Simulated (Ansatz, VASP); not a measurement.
## One calculation of Si, two programs

INCAR

```
SYSTEM = Si
PREC = Accurate
ENCUT = 520
EDIFF = 1E-6
ISMEAR = 0
SIGMA = 0.15
LREAL = .False.
LASPH = .True.
NELM = 60
ALGO = Normal
ISIF = 2
LWAVE = .False.
LCHARG = .False.
NBANDS = 8
```

Contents of KPOINTS:

```
Automatic mesh
0
Gamma
  24 24 24
  0 0 0
```

POSCAR

```
Si
1.0
    2.6737037129      0.0000000000      0.0000000000
   -1.3368518564      2.3154953375      0.0000000000
    0.0000000000      0.0000000000      2.4707612060
Si
1
Direct
    0.0000000000      0.0000000000      0.0000000000
```

Input for Ansatz:

```yaml
crystal:
  lattice:
    - [2.6737037129, 0.0, 0.0]
    - [-1.3368518564, 2.3154953375, 0.0]
    - [0.0, 0.0, 2.470761206]
  atoms:
    - { symbol: Si, position: [0.0, 0.0, 0.0] }
basis:
  ecutwfc: 420
kpoints:
  mp_grid: { grid: [24, 24, 24] }
hamiltonian:
  xc: lda
scf:
  occupations: { method: gaussian, width: 0.15 }
output:
  forces: true
  stress: true
  eigenvalues: true
  write_density: true
  write_potential: true
  elf: true
  volumetric_format: npy
```

Change from the starting cell: strain +0.025 along x and y, +0.000 along z, atoms carried along.

Alike in both runs: task single point; functional LDA; k mesh 24 × 24 × 24; occupations gaussian, width 0.15 eV; no spin polarisation.

```csv
,VASP,Ansatz
version,VASP 6.6.1,Ansatz 0.2.0
potentials or method,"VASP PAW LDA potentials, release 64 (Si)","scalar-relativistic, plane waves, PAW"
plane-wave cutoff (eV),520,420
valence electrons in the cell,4,4
```

```csv
,VASP,Ansatz,Ansatz less VASP
gap on the k mesh at the Fermi level (eV),none,none,-
pressure (GPa),-4.8,-4.8,-0.06
largest component of the traceless stress (GPa),1.87,1.85,-0.017
```

A gap of «none» marks a metal or a gap that the smearing closes.
